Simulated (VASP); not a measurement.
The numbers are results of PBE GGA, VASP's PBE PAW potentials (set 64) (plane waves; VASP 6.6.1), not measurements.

The input files of a VASP run:

**KPOINTS**
```
Automatic mesh
0
Gamma
9 9 9
0 0 0
```

### INCAR
```
! general
SYSTEM  = CeO2
PREC    = Accurate
ENCUT   = 400   ! plane-wave cut-off (eV)
LREAL   = F
LASPH   = T   ! aspherical one-centre terms

! electronic loop
EDIFF   = 1E-6   ! SCF stop (eV)
NELM    = 100   ! most electronic steps
ALGO    = Normal
LMAXMIX = 6   ! l cut-off of mixed one-centre charges

! smearing
ISMEAR  = -1
SIGMA   = 0.05

! functional
GGA     = PE   ! PBE

! ions
IBRION  = 2   ! conjugate gradients
NSW     = 50
ISIF    = 3   ! ions, shape and volume
EDIFFG  = -0.01

! output
LWAVE   = F
LCHARG  = F
```

File POSCAR:
```
CeO2
1.0
  0.0000000000   2.7128440000   2.7128440000
  2.7128440000   0.0000000000   2.7128440000
  2.7128440000   2.7128440000   0.0000000000
Ce O
1 2
direct
  0.0000000000   0.0000000000   0.0000000000
  0.2500000000   0.2500000000   0.2500000000
  0.7500000000   0.7500000000   0.7500000000
```

POTCAR, in this order: Ce O (PBE.64 set). Program: vasp_std.

### Question
What will the output report for the number of irreducible k-points (NKPTS), largest plane-wave count, number of space-group operations, FFT grid (NGX, NGY, NGZ)?

### Answer

```
Item                                           Value
--------------------------------------  ------------
number of irreducible k-points (NKPTS)            35
largest plane-wave count                         745
number of space-group operations                  48
FFT grid (NGX, NGY, NGZ)                28 × 28 × 28
```

The structure is a typed CeO2 crystal (Fm-3m). This run relaxes it. Symmetry was kept, so distortions that lower it aren't found. The run is one of a series of settings (EDIFFG = -0.01, IBRION = 2, ISIF = 3, NSW = 50 against the base run), some of them coarse on purpose. The run is not spin-polarised, so no magnetic state was tried.
